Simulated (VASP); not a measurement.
Given:

```
CELL_PARAMETERS angstrom
      0.00000     1.93004     1.93004
      1.93004     0.00000     1.93004
      1.93004     1.93004     0.00000
ATOMIC_POSITIONS crystal
  Ir 0.00000 0.00000 0.00000
```

All values below come from optB86b-vdW, VASP's PBE PAW potentials (set 64) (plane waves; VASP). Settings: 520 eV cut-off, Gaussian smearing of 0.050 eV, potentials Ir.

Unless said otherwise, spin-orbit coupling is left out, though it shifts the bands of the heavy elements here.

Estimate the band gap (along the path) with the smallest direct gap where there is one.

```json
{
 "band gap (along the path)": "none (metal, semimetal or under 0.01 eV)"
}
```

The compound is Ir in the fcc structure. It was relaxed first.
